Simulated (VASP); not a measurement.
# Ga2O with SCAN: from relaxation to properties, part 4 of 4

Aim: relax Ga2O, then compute properties on the relaxed cell. The cell is invented: other elements were put on sites of a known structure type. It may not be a known or stable phase.

VASP 6.6.1, plane waves and PAW; the level of theory is named at each step.

Still holding for the runs below: Spin-orbit coupling is off here; it would split degenerate levels.

So far. Step 5 (Density of states (SCAN)): The finer mesh and the other smearing move the Fermi level by -0.13 eV from the 6×6×6 run, one measure of the sampling error in the zero of the bands above. Of the states within 0.3 eV of the Fermi level, the largest shares in the PAW spheres are Ga p 29 %, O p 27 % and Ga s 10 %. The rest lies in smaller channels or between the spheres. Step 6 (Bands along the symmetry lines (TB-mBJ)): There is no gap at this level.

**7. Optical spectrum (SCAN)**

This step: SCAN; plane waves and PAW (Ga_d, O); invented cell (VASP 6.6.1).

LOPTICS sums transitions from filled to empty bands. The mesh is finer than in the run before. NBANDS is raised for it.

Contents of INCAR:

```
SYSTEM = Ga2O
PREC = Accurate
ENCUT = 520
EDIFF = 1E-06
NELM = 100
ISMEAR = -1
SIGMA = 0.05
LREAL = .FALSE.
ALGO = Normal
METAGGA = SCAN
LASPH = .TRUE.
LORBIT = 11
LWAVE = .FALSE.
LCHARG = .FALSE.
LOPTICS = .TRUE.
NEDOS = 1500
CSHIFT = 0.1
NBANDS = 40
```

Contents of POSCAR:

```
Ga2O
1.0
    4.1339776327      0.0000000000      0.0000000000
   -2.0669888163      3.5801296415      0.0000000000
    0.0000000000      0.0000000000      3.0622039246
Ga O
2 1
Direct
    0.6666666700      0.3333333300      0.5000000000
    0.3333333300      0.6666666700      0.5000000000
    0.0000000000      0.0000000000      0.0000000000
```

Contents of KPOINTS:

```
Automatic mesh
0
Gamma
8 8 9
0 0 0
```

PAW data sets: Ga_d and O (PBE family, release 64).

Launch:

```sh
$ mpirun -np 1 vasp_std
```

The log of the run:

```text
[... set-up lines as in an earlier step ...]
 entering main loop
       N       E                     dE             d eps       ncg     rms          rms(c)
DAV:   1     0.236805001061E+03    0.23681E+03   -0.12514E+04  5472   0.150E+03
DAV:   2    -0.108502148846E+02   -0.24766E+03   -0.21435E+03  4016   0.413E+02
DAV:   3    -0.440481202956E+02   -0.33198E+02   -0.32388E+02  4720   0.941E+01
DAV:   4    -0.448455829089E+02   -0.79746E+00   -0.79669E+00  4640   0.156E+01
DAV:   5    -0.448529158082E+02   -0.73329E-02   -0.73327E-02  4792   0.153E+00    0.777E+00
DAV:   6    -0.386060124518E+02    0.62469E+01   -0.20353E+00  5344   0.170E+01    0.711E+00
DAV:   7    -0.383021456688E+02    0.30387E+00   -0.38801E-01  5056   0.938E+00    0.149E+00
DAV:   8    -0.381069827375E+02    0.19516E+00   -0.23115E-01  4624   0.345E+00    0.978E-01
DAV:   9    -0.381023794359E+02    0.46033E-02   -0.30989E-02  4560   0.104E+00    0.261E-01
DAV:  10    -0.381008934369E+02    0.14860E-02   -0.53293E-03  4616   0.397E-01    0.974E-02
DAV:  11    -0.381007850331E+02    0.10840E-03   -0.59795E-04  4312   0.173E-01    0.292E-02
DAV:  12    -0.381008777230E+02   -0.92690E-04   -0.17717E-04  4936   0.966E-02    0.293E-02
DAV:  13    -0.381008759428E+02    0.17802E-05   -0.19693E-05  4752   0.315E-02    0.728E-03
DAV:  14    -0.381008795536E+02   -0.36108E-05   -0.51056E-06  4704   0.150E-02    0.326E-03
DAV:  15    -0.381008789951E+02    0.55850E-06   -0.54661E-07  3696   0.614E-03
   1 F= -.38100879E+02 E0= -.38099337E+02  d E =-.308440E-02
 optical routines
 imaginary and real dielectric function
 direction            1
 direction            2
 direction            3
```

Elapsed: 4.1 min, on 1 MPI rank of AMD EPYC 9R14 (Zen 4), shared host; peak memory 0.25 GiB.

OUTCAR, selected parts (step 7):

```text
   k-points           NKPTS =     50   k-points in BZ     NKDIM =     50   number of bands    NBANDS=     40

   NELECT =      32.0000    total number of electrons

 E-fermi :   4.2451

 k-point     1 :       0.0000    0.0000    0.0000
  band No.  band energies     occupation
    ...
     11     -10.9509      2.00000
     12      -4.9361      2.00000
     13       1.8534      2.00000
     14       1.8535      2.00000
     15       3.1744      2.00000
     16       4.6331      0.00085
     17       4.6336      0.00084
     18       5.2436      0.00000
     19      10.7651      0.00000
     20      12.6457      0.00000
    ...

  Total        0.2604417      0.2604417     -0.1094687      0.0000000      0.0000000     -0.0000000
  in kB        9.2070429      9.2070428     -3.8698987      0.0000000      0.0000000     -0.0000000
  external PRESSURE =       4.8480623 kB  Pullay stress =       0.0000000 kB

 POSITION                                       TOTAL-FORCE (eV/Angst)
 -----------------------------------------------------------------------------------
      2.06699      1.19338      1.53110        -0.000000      0.000000      0.000000
     -0.00000      2.38675      1.53110         0.000000     -0.000000      0.000000
      0.00000      0.00000      0.00000         0.000000      0.000000      0.000000
 -----------------------------------------------------------------------------------
    total drift:                               -0.000000      0.000000     -0.000000

  FREE ENERGIE OF THE ION-ELECTRON SYSTEM (eV)
  ---------------------------------------------------
  free  energy   TOTEN  =       -38.1008789951 eV

  energy  without entropy=      -38.0977945958  energy(sigma->0) =      -38.09933680

 plasma frequency squared (from intraband transitions) (eV^2)
  --------------------------------------------------------------------------------------
      30.717       0.000       0.000
       0.000      30.717       0.000
       0.000       0.000       0.975

[... 7 parts as in an earlier step ...]

[... 9 further parts left out ...]
```

These are independent-particle spectra without excitons or local fields. Fine structure and low peaks depend on the mesh and on CSHIFT. The intraband (Drude) part is not in this spectrum.

Numbers from this step:

```yaml
electronic_steps: 15
bands: 40
irreducible_k_points: 50
fermi_energy: 4.245 eV
pressure: 0.4848 GPa
```

The imaginary dielectric function has structure finer than the step of the table below, so its rows give means over 0.5 eV, whole bins alone (the curve runs from 0 to 25.0 eV). Peaks (eV: height): xx 1.68: 80.9; zz 0.73: 16.0, 1.81: 23.0, 2.72: 16.0, 4.19: 17.3.

The imaginary dielectric function by photon energy; means over each step:

```tsv
photon energy (eV)	xx	zz
0.5	23.0	7.75
1.0	27.6	10.4
1.5	57.8	17.8
2.0	55.2	21.6
2.5	32.7	14.5
3.0	13.9	8.06
3.5	7.14	8.19
4.0	5.64	13.4
4.5	5.48	14.5
5.0	5.01	9.25
5.5	4.65	6.66
6.0	2.56	5.70
6.5	1.80	3.67
7.0	1.48	1.78
7.5	1.29	1.93
8.0	1.93	2.83
8.5	1.57	2.48
9.0	1.16	2.02
9.5	1.09	1.80
10.0	1.06	1.22
10.5	1.03	0.881
11.0	0.792	0.743
11.5	0.826	0.986
12.0	0.680	0.778
12.5	0.532	0.807
13.0	0.497	0.723
13.5	0.479	0.648
14.0	0.453	1.00
14.5	0.323	0.862
15.0	0.261	0.451
15.5	0.348	0.527
16.0	0.651	0.696
16.5	0.778	0.772
17.0	0.555	0.759
17.5	0.416	0.722
18.0	0.449	0.722
18.5	0.453	0.612
19.0	0.444	0.486
19.5	0.433	0.398
20.0	0.485	0.427
20.5	0.496	0.406
21.0	0.411	0.312
21.5	0.332	0.275
22.0	0.376	0.377
22.5	0.421	0.335
23.0	0.403	0.352
23.5	0.335	0.322
24.0	0.296	0.329
24.5	0.303	0.404
```

Real dielectric function against photon energy:

```tsv
photon energy (eV)	xx	zz
0	72.4	24.6
1	47.5	17.8
2	-1.91	7.61
3	-17.2	-0.683
4	-6.24	7.64
5	-4.23	-4.67
6	-4.16	-2.90
7	-2.67	-2.71
8	-1.14	-1.15
9	-1.24	-1.22
10	-0.583	-1.24
11	-0.516	-0.401
12	-0.502	-0.363
13	-0.0767	-0.126
14	0.0902	0.278
15	0.375	0.137
16	0.714	0.582
17	0.214	0.311
18	0.468	0.252
19	0.466	0.217
20	0.509	0.395
21	0.469	0.347
22	0.625	0.540
23	0.544	0.576
24	0.560	0.663
```

At these settings, which differ from those of the relaxation, the cell is under a pressure of 0.5 GPa.

**8. Outcome**

| Property | Result |
| --- | --- |
| relaxed volume | 15.11 Å³/atom |
| relaxed conventional cell a, b, c | 4.134, 4.134, 3.062 Å; angles 90.0, 90.0, 120.0° |
| space group after relaxing, within 0.02 Å | P6/mmm (No. 191) |
| band gap | none, a metal |
| DOS at the Fermi level | 0.232 states/eV/cell |
| band gap (TB-mBJ) | none, a metal |

What this shows: With SCAN, Ga2O relaxes to 15.11 Å³/atom in space group P6/mmm (held by the symmetry of the run) and comes out as a metal. Bands along the symmetry lines (SCAN): Of the bands kept, 2 cross the Fermi level on this path. Bands along the symmetry lines (TB-mBJ): Of the bands kept, 2 cross the Fermi level on this path. The other levels ran on the cell relaxed with SCAN, and without spin-orbit coupling unless named. Spin-orbit coupling is left out; it would split some degenerate bands. The k-sampling is coarse for a metal, so the Fermi level, pressures and the shape of the cell carry errors. No search among competing phases was made. All values are for a static lattice at zero temperature.

[Lines on the potential files, build, host, timing and source positions are cut from VASP's logs without a mark.]

[Logs are printed without paths, hosts, clocks, repeated set-up lines and the standing remarks that a program may print on its own settings, such as how far it seeks lower states.]

[Hosts, paths, dates, database ids (printed as entryN), source tags and the programs' standing remarks are cut or masked in the printed files.]

[A measured line is paired with the nearest computed mode of its activity, which favours agreement.]

[In band tables of VASP the shares of atoms and orbitals are scaled to a sum of 1 inside the atoms' spheres.]
